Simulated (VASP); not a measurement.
Consider the following.

```yaml
crystal:
  lattice:
    - [-2.78254, 2.78254, 2.78254]
    - [2.78254, -2.78254, 2.78254]
    - [2.78254, 2.78254, -2.78254]
  atoms:
    - { symbol: Rb, position: [0.00000, 0.00000, 0.00000] }
```

Calculation: rev-vdW-DF2, VASP's PBE PAW potentials (set 64) (plane waves; VASP). Numerical set-up: 520 eV cut-off, Gaussian smearing of 0.050 eV, potentials Rb_sv.

Task: What does the run give for the band gap (along the path) with the smallest direct gap where there is one?

Result: 
- band gap (along the path) = none (metal, semimetal or under 0.01 eV)

Only differences to runs with the same potentials and settings are physical.

The compound is Rb in the bcc structure. It was relaxed first.
